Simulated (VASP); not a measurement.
These are PBEsol GGA, VASP's PBE PAW potentials (set 64) (plane waves; VASP) values and carry that method's errors.

VASP ran on this input.

### INCAR
```
ALGO=Normal
DIPOL=0.123 0.137 0.151
EDIFF=1E-7
ENCUT=520
GGA=PS
ISIF=2
ISMEAR=0
LASPH=.TRUE.
LCALCPOL=.TRUE.
LCHARG=.FALSE.
LMAXMIX=4
LREAL=.FALSE.
LWAVE=.FALSE.
NELM=100
PREC=Accurate
SIGMA=0.01
SYSTEM=ZrPbO3
```

**KPOINTS**
```
Automatic
0
G
6 6 6
0 0 0
```

POSCAR:
```
ZrPbO3
1.0
  4.1190012786   0.0000000000   0.0000000000
  0.0000000000   2.9329962314   2.9992170296
  0.0000000000  -2.9329962314   2.9992170296
Zr Pb O
1 1 3
Cartesian
  2.0595006393  -0.0000000000   3.0472899246
  0.0000000000   0.0000000000   5.6999607159
  2.0595006393  -1.5629760929   1.7727267661
  2.0595006393   1.5629760929   1.7727267661
  0.0000000000   0.0000000000   3.3451534352
```

POTCAR, in this order: Zr_sv Pb_d O (PBE.64 set). Program: vasp_std.

The resulting files:

### OSZICAR
```
       N       E                     dE             d eps       ncg     rms          rms(c)
DAV:   1     0.542304019283E+03    0.54230E+03   -0.22626E+04  2712   0.191E+03
DAV:   2     0.190725274187E+02   -0.52323E+03   -0.50895E+03  2990   0.523E+02
DAV:   3    -0.447093788572E+02   -0.63782E+02   -0.62429E+02  3740   0.183E+02
DAV:   4    -0.486388427208E+02   -0.39295E+01   -0.39225E+01  4480   0.374E+01
DAV:   5    -0.487629180077E+02   -0.12408E+00   -0.12403E+00  3804   0.549E+00    0.306E+01
DAV:   6    -0.414940567051E+02    0.72689E+01   -0.47537E+01  3892   0.474E+01    0.133E+01
DAV:   7    -0.413700972252E+02    0.12396E+00   -0.36564E+00  3614   0.121E+01    0.845E+00
DAV:   8    -0.413277649538E+02    0.42332E-01   -0.45675E-01  4076   0.565E+00    0.101E+00
DAV:   9    -0.413181776754E+02    0.95873E-02   -0.89479E-02  4306   0.237E+00    0.407E-01
DAV:  10    -0.413190679983E+02   -0.89032E-03   -0.97155E-03  3420   0.758E-01    0.300E-01
DAV:  11    -0.413190435579E+02    0.24440E-04   -0.18083E-03  3968   0.405E-01    0.279E-02
DAV:  12    -0.413190485085E+02   -0.49506E-05   -0.15089E-04  3710   0.117E-01    0.184E-02
DAV:  13    -0.413190486298E+02   -0.12125E-06   -0.34811E-05  4202   0.527E-02    0.134E-02
DAV:  14    -0.413190498485E+02   -0.12188E-05   -0.65474E-06  3278   0.204E-02    0.397E-03
DAV:  15    -0.413190497244E+02    0.12415E-06   -0.81307E-07  3822   0.120E-02    0.181E-03
DAV:  16    -0.413190496341E+02    0.90255E-07   -0.14717E-07  2312   0.299E-03
   1 F= -.41319050E+02 E0= -.41319050E+02  d E =-.357203E-36
```

OUTCAR:
```
------------------------ aborting loop because EDIFF is reached ----------------------------------------
  FORCE on cell =-STRESS in cart. coord.  units (eV):
  Direction    XX          YY          ZZ          XY          YZ          ZX
  --------------------------------------------------------------------------------------
  Total       -0.0538303     -0.0803949     -0.0577364      0.0000000      0.0000000      0.0000000
  in kB       -1.1901347     -1.7774523     -1.2764954      0.0000000      0.0000000      0.0000000
  external PRESSURE =      -1.4146941 kB  Pullay stress =       0.0000000 kB
  volume of cell :       72.47
      direct lattice vectors                 reciprocal lattice vectors
     4.119001279  0.000000000  0.000000000     0.242777298  0.000000000  0.000000000
     0.000000000  2.932996231  2.999217030     0.000000000  0.170474137  0.166710176
     0.000000000 -2.932996231  2.999217030     0.000000000 -0.170474137  0.166710176
 POSITION                                       TOTAL-FORCE (eV/Angst)
 -----------------------------------------------------------------------------------
      2.05950      0.00000      3.04729         0.000000      0.000000     -0.004932
      0.00000      0.00000      5.69996         0.000000      0.000000      0.007941
      2.05950     -1.56298      1.77273         0.000000      0.002177     -0.001246
      2.05950      1.56298      1.77273         0.000000     -0.002177     -0.001246
      0.00000      0.00000      3.34515         0.000000      0.000000     -0.000517
 -----------------------------------------------------------------------------------
    total drift:                                0.000000     -0.000001     -0.000681
  FREE ENERGIE OF THE ION-ELECTRON SYSTEM (eV)
  ---------------------------------------------------
  free  energy   TOTEN  =       -41.3190496341 eV

  energy  without entropy=      -41.3190496341  energy(sigma->0) =      -41.31904963

            Ionic dipole moment: p[ion]=(    27.13598     1.80673    35.72642 ) |e| Angst

 Total electronic dipole moment: p[elc]=(     0.00000    -0.00000    -5.00930 ) |e| Angst
```
(Selected blocks of OUTCAR.)

OUTCAR:
```
 val. band max:        5.3645926609   @ k =   0.5000   0.0000   0.0000

 cond. band min:       7.9497258003   @ k =   0.0000   0.5000   0.0000


 Fermi energy:         5.4502487765

 k-point     1 :       0.0000    0.0000    0.0000
  band No.  band energies     occupation
      1     -41.9033      2.00000
      2     -20.1433      2.00000
      3     -20.1284      2.00000
      4     -20.0980      2.00000
      5     -11.9376      2.00000
      6     -11.3651      2.00000
      7     -10.9788      2.00000
      8     -10.0403      2.00000
      9     -10.0139      2.00000
     10      -9.9767      2.00000
     11      -9.9047      2.00000
     12      -9.7084      2.00000
     13      -0.7411      2.00000
     14       2.3309      2.00000
     15       2.4610      2.00000
     16       2.6285      2.00000
     17       3.7958      2.00000
     18       4.0244      2.00000
     19       4.0399      2.00000
     20       4.0549      2.00000
     21       4.1428      2.00000
     22       4.6537      2.00000
     23       8.7729      0.00000
     24       9.2906      0.00000
     25       9.4854      0.00000
     26      10.7206      0.00000

 k-point     2 :       0.1667    0.0000    0.0000
  band No.  band energies     occupation
      1     -41.9022      2.00000
      2     -20.2232      2.00000
      3     -20.1266      2.00000
      4     -20.0929      2.00000
      5     -11.7365      2.00000
      6     -11.3025      2.00000
      7     -10.9928      2.00000
      8     -10.0386      2.00000
      9     -10.0371      2.00000
     10      -9.9687      2.00000
     11      -9.8624      2.00000
     12      -9.6941      2.00000
     13      -1.0406      2.00000
     14       2.2635      2.00000
     15       2.3966      2.00000
     16       2.6110      2.00000
     17       3.7701      2.00000
     18       3.8453      2.00000
     19       3.8730      2.00000
     20       3.9073      2.00000
     21       4.3160      2.00000
     22       4.6159      2.00000
...
```

Unless said otherwise, spin-orbit coupling is left out, though it shifts the bands of the heavy elements here.

The structure comes from a computed database's ZrPbO3 entry (Amm2); how it stands against other phases isn't given here. It was relaxed first, which changed the volume by -5 %.
